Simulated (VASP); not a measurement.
Data:

```
CELL_PARAMETERS angstrom
      2.80000     0.00000     0.00000
      0.00000     2.80000     0.00000
      0.00000     0.00000     3.67000
ATOMIC_POSITIONS crystal
  Cu 0.00000 0.00000 0.00000
  Au 0.50000 0.50000 0.50000
```

Computed with PBE GGA, VASP's PBE PAW potentials (set 64) (plane waves; VASP 6.6.1). Numerical set-up: 400 eV cut-off, 6×6×4 Γ-centred mesh, first-order Methfessel-Paxton smearing of 0.10 eV, potentials Cu Au.

### Question
Give the stress tensor in GPa (positive for a compressed cell).

### Answer

```
8.01  0.00  0.00
0.00  8.01  0.00
0.00  0.00  4.49
```
The pressure is its mean diagonal, 6.84 GPa.

The compound is CuAu in the L1_0 structure. The cell was not relaxed at this level. The k-mesh is coarse (spacing up to 0.43 per Å, 2π included), so the numbers may not be converged in it. The run is one of a series of settings (KPOINTS 6×6×4 Γ-centred mesh against the base run), some of them coarse on purpose.
